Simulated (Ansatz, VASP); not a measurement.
# CdSnSe2: VASP beside Ansatz

Wanted: the spread between two codes on one cell, functional and k mesh. The cell is invented: As first built, before any earlier steps moved the atoms (in the runner's words): it takes the SnPbSe2 structure with some of its atoms replaced by other elements, volume scaled by an estimate. It may not be a known or stable phase. The cell is a member of a volume series, scaled by 1.02 from a relaxed one, so a pressure remains.

Calculated with Ansatz 0.2.0; plane waves, with VASP 6.6.1 beside it; single point at r2SCAN with D4 and band structure at r2SCAN.

### 1. The starting structure

Symmetry: R-3m, No. 166, trigonal system. Conventional cell: a = 4.178 Å, b = 4.178 Å, c = 20.132 Å, α = 90.00°, β = 90.00°, γ = 120.00°. Nearest to Sn lie 6 Se at 3.00 Å. Nearest to Cd lie 6 Se at 2.88 Å. Nearest to Se lie 3 Cd at 2.88 Å and 3 Sn at 3.00 Å. As first built, before any earlier steps moved the atoms (in the runner's words): sites of the SnPbSe2 structure (space group 166) filled with other elements, volume scaled by an estimate. Farther neighbours and most contacts between anions are not listed.

### 2. Ansatz: single point, r2SCAN with D4, volume scaled by 1.02

Ansatz runs on its default PAW (the set named soft_2) files.

A single point gives forces, pressure and levels at one fixed geometry, so differences don't come from the geometry; what else differs is listed under the comparison.

input.yaml

```yaml
crystal:
  lattice:
    - [2.088870611, 1.206010383, 6.7108055521]
    - [-2.088870611, 1.206010383, 6.7108055521]
    - [0.0, -2.4120198007, 6.7108055573]
  atoms:
    - { symbol: Sn, position: [0.5, 0.5, 0.5] }
    - { symbol: Cd, position: [0.0, 0.0, 0.0] }
    - { symbol: Se, position: [0.7444954559, 0.7444954559, 0.7444954559] }
    - { symbol: Se, position: [0.2555045441, 0.2555045441, 0.2555045441] }
hamiltonian:
  xc: r2scan
  pseudopotentials: { kind: paw }
  dispersion: d4
kpoints:
  mp_grid: { grid: [6, 6, 6] }
scf:
  occupations: { method: fermi_dirac, width: 0.05 }
  n_extra_bands: 5
output:
  forces: true
  stress: true
  eigenvalues: true
```

On the command line:

```
$ ansatz run input.yaml --threads 2 --pin off --max-ram 4608MiB --backend cpu --events-out ev --progress --plain --runs-dir out
```

Numbers of over 12 decimals in the logs are rounded to 6 here.

Log:

```text
basis.fft_grid_basis auto: the FFT boxes are laid along the combinations [[1, 0, -1], [0, 1, -1], [0, 0, 1]] of the cell's own vectors, 4.178, 4.178 and 7.131 Å long. The dense box has 32×32×54 points. Along the cell's own vectors, as sized, it would have 54×54×54, 2.85 times as many. Of the 12 symmetry operations that the crystal satisfies within crystal.symmetry.tolerance (time reversal apart; of a slab, those that [...]
scf.n_extra_bands = 5 over 33 filled bands (N_el = 66.0): the run solves 38 bands
Engine: ansatz 0.2.0, aarch64-unknown-linux-gnu
Pseudopotentials: kind: paw
Pseudopotential: Sn, paw, valence charge 14, recommended cutoff 500 eV (meta_gga), Sn.paw.azcp
Pseudopotential: Cd, paw, valence charge 20, recommended cutoff 500 eV (meta_gga), Cd.paw.azcp
Pseudopotential: Se, paw, valence charge 16, recommended cutoff 500 eV (meta_gga), Se.paw.azcp
Functional definition: r2SCAN
  parameter k0 = 0.174
  parameter k1 = 0.065
  parameter a1 = 4.9479
  exchange = r2scan_x(k0 = k0, k1 = k1, a1 = a1)
  correlation = r2scan_c
Crystal: 4 atoms, lattice volume = 101.435 Å³
Basis set: ecut = 500 eV, 2545 PW (Γ), FFT grids on a1−a3, a2−a3, a3, exchange–correlation on 128×128×216 points (64 copies of the dense FFT grid, shifted against one another)
Bands: 38, of which v1, the nominal top of the filled ones, is band 33 counted from 1 (32 counted from 0)
Symmetry: 12 space group operations
Space group: R-3m (ITA 166), of the structure as read, at distance tolerance 4.7e-5 Å
k-points: 32 of 216
Non-local potential: Sn, projectors of the file, l = 0: 2, l = 1: 2, l = 2: 2, l = 3: 2
Non-local potential: Cd, projectors of the file, l = 0: 3, l = 1: 2, l = 2: 2, l = 3: 1
Non-local potential: Se, projectors of the file, l = 0: 2, l = 1: 2, l = 2: 3, l = 3: 1
PAW form: soft (Blöchl's): semilocal exchange-correlation on the pseudo side does not see the compensation charge
PAW frozen core: Sn, regenerated for the run's functional (the file was generated under x = pbe(κ = 0.804, μ = 0.219515), c = pbe(β = 0.066725))
PAW frozen core: Cd, regenerated for the run's functional (the file was generated under x = pbe(κ = 0.804, μ = 0.219515), c = pbe(β = 0.066725))
PAW frozen core: Se, regenerated for the run's functional (the file was generated under x = pbe(κ = 0.804, μ = 0.219515), c = pbe(β = 0.066725))
PAW one-centre angular grid: Sn, 590 points (default); XC on 249 of its mesh's 2787 points in the sphere
PAW one-centre angular grid: Cd, 590 points (default); XC on 160 Gauss nodes
PAW one-centre angular grid: Se, 590 points (default); XC on 160 Gauss nodes
Initial density: superposition of atomic densities (neutral atoms: chi_scale 0, normalization atom), corrected by the library's trained network
Initial wavefunctions: pseudopotential atomic-orbital guess
Functional: x = r2scan, c = r2scan; τ floored in thin density (d = 2e-4 eV/Å³)
SCF iter   1: F=—  HF=-25265.684633 eV  |F-HF|=—  |Δ(HF+E_count)|=         —  Δρ=6.23e-3  dr2=4.61e-2  dr2_τ=1.77e-2  ethr=1.77e-3  ⟨swp⟩=6.3  Hψ=4459  notcnv=0
preconditioner: auto → Resta (q_TF=auto, 2.540 Å⁻¹)  ε∞=3.5  [insulator: Δε(μ)=0.221 eV  Ē_g=14.391 eV  σ=0.050 eV  W_gap=0.80  n_scr=28 (ndim 8)  ℏωp=22.7 eV  f_vac=0.025  D(μ)=0.08/eV (n_scr^D=0)  ε∞_Penn≈3.5]
SCF iter   2: F=—  HF=-25265.697754 eV  |F-HF|=—  |Δ(HF+E_count)|=   1.31e-2  Δρ=3.22e-3  dr2=9.72e-3  dr2_τ=8.17e-4  ethr=6.99e-5  ⟨swp⟩=3.0  Hψ=2396  notcnv=0  defer=8
SCF iter   3: F=—  HF=-25265.698593 eV  |F-HF|=—  |Δ(HF+E_count)|=   8.38e-4  Δρ=1.06e-3  dr2=1.05e-3  dr2_τ=7.13e-5  ethr=1.47e-5  ⟨swp⟩=3.0  Hψ=2345  notcnv=0  defer=8
SCF iter   4: F=—  HF=-25265.698861 eV  |F-HF|=—  |Δ(HF+E_count)|=   2.68e-4  Δρ=2.75e-4  dr2=5.25e-5  dr2_τ=2.53e-6  ethr=1.60e-6  ⟨swp⟩=2.0  Hψ=1656  notcnv=0  defer=8
SCF iter   5: F=—  HF=-25265.698890 eV  |F-HF|=—  |Δ(HF+E_count)|=   2.90e-5  Δρ=5.32e-5  dr2=2.54e-6  dr2_τ=1.24e-7  ethr=7.96e-8  ⟨swp⟩=3.0  Hψ=2270  notcnv=0  defer=8
SCF iter   6: F=—  HF=-25265.698891 eV  |F-HF|=—  |Δ(HF+E_count)|=   1.64e-6  Δρ=1.61e-5  dr2=1.73e-7  dr2_τ=1.65e-8  ethr=3.85e-9  ⟨swp⟩=2.0  Hψ=1656  notcnv=0  defer=8
SCF iter   7: F=-25265.698891 eV  HF=-25265.698891 eV  |F-HF|=2.30e-9  |Δ(HF+E_count)|=   9.71e-8  Δρ=3.91e-6  dr2=1.61e-8  dr2_τ=4.72e-10  ethr=1.52e-10  ⟨swp⟩=6.0  Hψ=5244  notcnv=0
SCF 1 converged in 7 iterations: F = -25265.698891 eV  dr2 = 1.61e-8
  greatest PAW one-centre occupation: 1.002 electrons in one spin orbital (limit 2), on the Cd atom at site 1 (counted from 0), in its partial waves of l = 1
SCF converged after 7 iterations
Free energy (F): -25265.698891 eV
Harris-Foulkes:  -25265.698891 eV  (|F-HF|=2.30e-9)
Internal energy: -25265.697881 eV  (E = F + TS)
E sigma→0 (E₀):  -25265.698386 eV
Entropy (-TS):   -0.001011 eV (-0.253 meV/atom)
Fermi energy:    9.981636 eV
--- Per-component energies (eV) ---
  E_band       = -1343.120591
  E_kinetic    = 927.512851
  E_local      = -9135.855105  (includes V_loc(G=0)·N_el)
  E_nonlocal   = -1188.942675
  E_hartree    = 4543.941821
  E_xc         = -740.912150
  E_vxc        = -562.467405  (∫ρ·V_xc dr)
  E_paw        = -12111.506932  (= ΣΔE_a)
  E_vpaw       = -505.190166  (= ΣTr[D̂ρ^β])
  E_aug_tail   = -0.000415  (compensation charges beyond the density's cutoff)
  E_vtau       = 33.932747  (kinetic-family band-sum trace: ∫τ·v_τ [+ j·A + Jᵃ·Aᵃ] dr)
  E_ewald      = -7556.033175
  E_disp       = -0.543108  (pairwise vdW)
  E_core_change = -3.358991  (= ΣΔE_core)
  E_smearing   = -0.001011  (= −TS)
  E_closure    = -0.000000  (closes the sum)
  Σ components = -25265.698891   (vs F -25265.698891, Δ=0.00e0)
--- Forces (eV/Å), atoms counted from 1 ---
  atom   1  Sn     0.00000000    -0.00000000     0.00000000
  atom   2  Cd     0.00000000     0.00000000     0.00000000
  atom   3  Se    -0.00000000    -0.00000000    -0.02570184
  atom   4  Se     0.00000000     0.00000000     0.02570184
  max |Σ_I F_I| component: 3.47e-18 eV/Å
--- Stress (GPa, compression-positive) ---
       -1.177987       0.000000       0.000000
        0.000000      -1.177987       0.000000
        0.000000       0.000000      -1.013977
  P = ⅓ Tr σ = -1.1233 GPa (-11.233 kbar)
--- Band table (eV; the first three rows and the last of 32) ---
  k-point 0: bands = [... 29 lower, 7.8262, 7.8262, 8.2535, 8.2535, 11.1524, 12.2660, 12.2660, 13.2223, ... 1 higher]
  k-point 1: bands = [... 29 lower, 7.6439, 7.8238, 7.8793, 9.3307, 11.0030, 12.3649, 12.8098, 14.1690, ... 1 higher]
  k-point 2: bands = [... 29 lower, 7.2896, 7.3305, 7.4213, 8.9476, 10.8110, 12.8051, 13.4838, 14.2876, ... 1 higher]
  k-point 31: bands = [... 29 lower, 7.9697, 8.0342, 8.0342, 9.9005, 10.5449, 12.8498, 12.8498, 13.9086, ... 1 higher]
```

Elapsed: 7.8 s, on 2 threads of Arm Neoverse V2, shared host; peak memory 0.68 GiB.

The run ends at a pressure of -1.12 GPa, with forces up to 0.026 eV/Å.

### 3. VASP: single point, r2SCAN with D4, volume scaled by 1.02

The same cell, functional, mesh and smearing now go to VASP, with its own data sets and cutoff.

Lines of VASP's logs that name or quote its potential files are left out, and so is its time.

INCAR

```
SYSTEM = CdSnSe2
PREC = Accurate
ENCUT = 400
EDIFF = 1E-06
NELM = 100
ISMEAR = -1
SIGMA = 0.05
LREAL = .FALSE.
ALGO = Normal
METAGGA = R2SCAN
IVDW = 13
VDW_S6 = 1
VDW_S8 = 0.6018749
VDW_A1 = 0.51559235
VDW_A2 = 5.77342911
LASPH = .TRUE.
NBANDS = 25
LORBIT = 11
LWAVE = .FALSE.
LCHARG = .FALSE.
KPAR = 2
ISIF = 2
```

POSCAR

```
CdSnSe2
1.0
    2.0888706110      1.2060103830      6.7108055521
   -2.0888706110      1.2060103830      6.7108055521
    0.0000000000     -2.4120198007      6.7108055573
Sn Cd Se
1 1 2
Direct
    0.5000000000      0.5000000000      0.5000000000
    0.0000000000      0.0000000000      0.0000000000
    0.7444954559      0.7444954559      0.7444954559
    0.2555045441      0.2555045441      0.2555045441
```

KPOINTS

```
Automatic mesh
0
Gamma
6 6 6
0 0 0
```

PAW data sets: Sn_d, Cd and Se (PBE family, release 64).

On the command line:

```
$ mpirun -np 2 vasp_std
```

Log:

```text
[banner, memory and clock lines left out]
running    2 mpi-ranks, on    1 nodes
 distrk:  each k-point on    1 cores,    2 groups
 distr:  one band on    1 cores,    1 groups

 POSCAR found type information on POSCAR SnCdSe
 POSCAR found :  3 types and       4 ions
|                                                                             |
|               ----> ADVICE to this user running VASP <----                  |
|                                                                             |
|     You enforced a specific xc type in the INCAR file but a different       |
|     [... a line on the potential file left out ...]
|     I HOPE YOU KNOW WHAT YOU ARE DOING!                                     |
|                                                                             |

 LDA part: xc-table for (None), standard interpolation
 POSCAR, INCAR and KPOINTS ok, starting setup
 FFT: planning ... GRIDC
 FFT: planning ... GRID_SOFT
 FFT: planning ... GRID
 WAVECAR not read
 entering main loop
       N       E                     dE             d eps       ncg     rms          rms(c)
DAV:   1     0.224207262085E+03    0.22421E+03   -0.16459E+04  1657   0.150E+03
DAV:   2    -0.540634731714E+02   -0.27827E+03   -0.27077E+03  1721   0.408E+02
DAV:   3    -0.829788883217E+02   -0.28915E+02   -0.28136E+02  1992   0.125E+02
DAV:   4    -0.838037036668E+02   -0.82482E+00   -0.82337E+00  1801   0.219E+01
DAV:   5    -0.838204877900E+02   -0.16784E-01   -0.16782E-01  2154   0.336E+00    0.605E+00
DAV:   6    -0.755175044416E+02    0.83030E+01   -0.47861E+00  1753   0.265E+01    0.772E+00
DAV:   7    -0.754907773157E+02    0.26727E-01   -0.41083E-01  1876   0.470E+00    0.502E+00
DAV:   8    -0.755096092143E+02   -0.18832E-01   -0.13810E-01  1781   0.331E+00    0.133E+00
DAV:   9    -0.755184053298E+02   -0.87961E-02   -0.27412E-02  1952   0.117E+00    0.243E-01
DAV:  10    -0.755180576500E+02    0.34768E-03   -0.53386E-03  1673   0.615E-01    0.167E-01
DAV:  11    -0.755180938629E+02   -0.36213E-04   -0.58301E-04  1808   0.269E-01    0.403E-02
DAV:  12    -0.755181200749E+02   -0.26212E-04   -0.47607E-05  1885   0.619E-02    0.218E-02
DAV:  13    -0.755181230524E+02   -0.29775E-05   -0.12335E-05  1771   0.288E-02    0.491E-03
DAV:  14    -0.755181233114E+02   -0.25900E-06   -0.63296E-07  1045   0.784E-03
   1 F= -.76060556E+02 E0= -.76060022E+02  d E =-.106646E-02
```

OUTCAR, selected parts (step 3):

```text
ion  position               nearest neighbor table
   1  0.500  0.500  0.500-   4 3.00   3 3.00   4 3.00   4 3.00   3 3.00   3 3.00
   2  0.000  0.000  0.000-   3 2.88   4 2.88   3 2.88   3 2.88   4 2.88   4 2.88
   3  0.744  0.744  0.744-   2 2.88   2 2.88   2 2.88   1 3.00   1 3.00   1 3.00
   4  0.256  0.256  0.256-   2 2.88   2 2.88   2 2.88   1 3.00   1 3.00   1 3.00

  LATTYP: Found a trigonal (rhomboedric) cell.
 ALAT       =     7.1311115986
 COS(alpha) =     0.8283915594

 Subroutine GETGRP returns: Found 12 space group operations
 (whereof 12 operations were pure point group operations)

The static configuration has the point symmetry D_3d.

 Found     32 irreducible k-points:

   k-points           NKPTS =     32   k-points in BZ     NKDIM =     32   number of bands    NBANDS=     25

   dimension x,y,z NGX =    48 NGY =   48 NGZ =   48
   dimension x,y,z NGXF=    96 NGYF=   96 NGZF=   96

   ENCUT  =  400.0 eV  29.40 Ry    5.42 a.u.  11.63 11.63 11.63*2*pi/ulx,y,z

   NELECT =      38.0000    total number of electrons

 k-points in reciprocal lattice and weights: Automatic mesh
   0.00000000  0.00000000  0.00000000       0.005
   0.16666667  0.00000000 -0.00000000       0.028
   0.33333333  0.00000000 -0.00000000       0.028
   0.50000000  0.00000000 -0.00000000       0.014
   0.16666667  0.16666667 -0.00000000       0.028
   0.33333333  0.16666667 -0.00000000       0.056
   0.50000000  0.16666667 -0.00000000       0.056
  -0.33333333  0.16666667  0.00000000       0.056
  -0.16666667  0.16666667  0.00000000       0.028
[...]
-0.33333333  0.50000000  0.33333333       0.028
   0.50000000  0.50000000  0.50000000       0.005

 average (electrostatic) potential at core
       1-108.5080       2 -43.0539       3 -58.2289       4 -58.2289

 E-fermi :   4.4666

 k-point     1 :       0.0000    0.0000    0.0000
  band No.  band energies     occupation
    ...
     15       2.3201      2.00000
     16       2.3218      2.00000
     17       2.3218      2.00000
     18       2.7453      2.00000
     19       2.7453      2.00000
     20       5.6376      0.00000
     21       6.7549      0.00000
     22       6.7549      0.00000
     23       7.7017      0.00000
     24      11.1285      0.00000
    ...

 k-point     2 :       0.1667    0.0000   -0.0000
  band No.  band energies     occupation
    ...
     15       1.2341      2.00000
     16       2.1381      2.00000
     17       2.3186      2.00000
     18       2.3711      2.00000
     19       3.8202      2.00000
     20       5.4855      0.00000
     21       6.8522      0.00000
     22       7.2988      0.00000
     23       8.6524      0.00000
     24       9.9357      0.00000
    ...

 k-point     3 :       0.3333    0.0000   -0.0000
  band No.  band energies     occupation
    ...
     15      -0.2668      2.00000
     16       1.7820      2.00000
     17       1.8221      2.00000
     18       1.9135      2.00000
     19       3.4344      2.00000
     20       5.2928      0.00000
     21       7.2918      0.00000
     22       7.9723      0.00000
     23       8.7781      0.00000
     24       9.4172      0.00000
    ...

  DFT-D4 for vdW energy calculation

  Edisp (eV):   -0.54243

  Total      -0.80342    -0.80342    -0.71450     0.00000    -0.00000     0.00000
  in kB     -12.69010   -12.69011   -11.28564     0.00000    -0.00000     0.00000
  external pressure =      -12.22 kB  Pullay stress =        0.00 kB

  energy-cutoff  :      400.00
  volume of cell :      101.44
      direct lattice vectors                 reciprocal lattice vectors
     2.088870611  1.206010383  6.710805552     0.239363797  0.138196747  0.049671129
    -2.088870611  1.206010383  6.710805552    -0.239363797  0.138196747  0.049671129
     0.000000000 -2.412019801  6.710805557     0.000000000 -0.276393493  0.049671149

 POSITION                                       TOTAL-FORCE (eV/Angst)
 -----------------------------------------------------------------------------------
      0.00000      0.00000     10.06621         0.000000     -0.000000      0.000000
      0.00000      0.00000      0.00000        -0.000000     -0.000000      0.000000
      0.00000      0.00000     14.98849        -0.000000     -0.000000     -0.009400
      0.00000      0.00000      5.14392        -0.000000      0.000000      0.009400
 -----------------------------------------------------------------------------------
    total drift:                                0.000000      0.000000     -0.000000

  FREE ENERGIE OF THE ION-ELECTRON SYSTEM (eV)
  ---------------------------------------------------
  free  energy   TOTEN  =       -76.0605555742 eV

  energy  without entropy=      -76.0594891179  energy(sigma->0) =      -76.06002235

 total charge
# of ion       s       p       d       tot
------------------------------------------
    1        1.389   0.650   9.988  12.026
    2        0.386   0.225   9.583  10.193
    3        1.462   2.386   0.022   3.869
    4        1.462   2.386   0.022   3.869
--------------------------------------------------
tot          4.698   5.646  19.614  29.958

[... 3 further parts left out ...]
```

The scan keeps the cell's shape and the fractional positions fixed.

### 4. Side by side

Known differences besides the potentials themselves: VASP keeps PBE cores, Ansatz makes them for the functional; the data sets hold 66 valence electrons in Ansatz (default PAW (the set named soft_2) files) and 38 in VASP; the cutoff is 500 eV in Ansatz and 400 eV in VASP. Total energies have different zeros and are not compared.

Compared:

| quantity | Ansatz | VASP | difference |
| --- | --- | --- | --- |
| pressure (GPa) | -1.12 | -1.22 | +0.10 |
| gap on the k mesh (eV) | 0.192 | 0.183 | +0.008 |

At this near-relaxed geometry the largest component of a force difference is 16 meV/Å. A gap on the mesh is an upper bound, since the band edges may lie between its points. Ansatz's pressure holds a Pulay correction of 0.03 GPa; VASP's holds none.

### 5. VASP: single point, r2SCAN with D4, volume scaled by 1.06

A single point gives forces, pressure and levels at one fixed geometry, so differences don't come from the geometry; what else differs is listed under the comparison. The cell compared in this pair holds 105.41 Å³, against 101.44 Å³ for the pair before.

INCAR is that of step 3.

POSCAR

```
CdSnSe2
1.0
    2.1158267533      1.2215735239      6.7974061430
   -2.1158267533      1.2215735239      6.7974061430
    0.0000000000     -2.4431460699      6.7974061483
Sn Cd Se
1 1 2
Direct
    0.5000000000      0.5000000000      0.5000000000
    0.0000000000      0.0000000000      0.0000000000
    0.7444954559      0.7444954559      0.7444954559
    0.2555045441      0.2555045441      0.2555045441
```

KPOINTS is that of step 3.

On the command line:

```
$ mpirun -np 2 vasp_std
```

Log:

```text
[banner, memory and clock lines left out]
running    2 mpi-ranks, on    1 nodes
[...]
[... a notice as in an earlier step ...]

 LDA part: xc-table for (None), standard interpolation
 POSCAR, INCAR and KPOINTS ok, starting setup
[...]
entering main loop
       N       E                     dE             d eps       ncg     rms          rms(c)
DAV:   1     0.225534933808E+03    0.22553E+03   -0.16320E+04  1640   0.149E+03
DAV:   2    -0.537339226616E+02   -0.27927E+03   -0.27158E+03  1700   0.397E+02
DAV:   3    -0.829884532794E+02   -0.29255E+02   -0.28579E+02  1999   0.124E+02
DAV:   4    -0.838411332266E+02   -0.85268E+00   -0.85131E+00  1797   0.223E+01
[...]
DAV:  12    -0.754861836569E+02   -0.32719E-04   -0.54354E-05  1873   0.634E-02    0.209E-02
DAV:  13    -0.754861870081E+02   -0.33512E-05   -0.13949E-05  1744   0.308E-02    0.480E-03
DAV:  14    -0.754861873029E+02   -0.29477E-06   -0.62646E-07  1143   0.747E-03
   1 F= -.76011301E+02 E0= -.76011008E+02  d E =-.587723E-03
```

Parts of OUTCAR (step 5):

```text
  Edisp (eV):   -0.52511

  Total      -2.09226    -2.09226    -1.90164    -0.00000    -0.00000     0.00000
  in kB     -31.80040   -31.80040   -28.90319    -0.00000    -0.00000     0.00000
  external pressure =      -30.83 kB  Pullay stress =        0.00 kB

 POSITION                                       TOTAL-FORCE (eV/Angst)
 -----------------------------------------------------------------------------------
      0.00000      0.00000     10.19611         0.000000     -0.000000     -0.000000
      0.00000      0.00000      0.00000        -0.000000     -0.000000      0.000000
      0.00000      0.00000     15.18191        -0.000000     -0.000000     -0.054777
      0.00000      0.00000      5.21030        -0.000000      0.000000      0.054777
 -----------------------------------------------------------------------------------
    total drift:                                0.000000      0.000000     -0.000000

  FREE ENERGIE OF THE ION-ELECTRON SYSTEM (eV)
  ---------------------------------------------------
  free  energy   TOTEN  =       -76.0113014827 eV

  energy  without entropy=      -76.0107137600  energy(sigma->0) =      -76.01100762

[... 1 part as in an earlier step ...]

[... 2 further parts left out ...]
[key lines of the parts left out:]
E-fermi :   4.0447
```

The run ends at a pressure of -3.08 GPa, with forces up to 0.055 eV/Å.

(Part 1 of 2 ends here.)

[Lines on the potential files, build, host, timing and source positions are cut from VASP's logs without a mark.]

[Logs are printed without paths, hosts, clocks, repeated set-up lines and the standing remarks that a program may print on its own settings, such as how far it seeks lower states.]

[Hosts, paths, dates, database ids (printed as entryN), source tags and the programs' standing remarks are cut or masked in the printed files.]
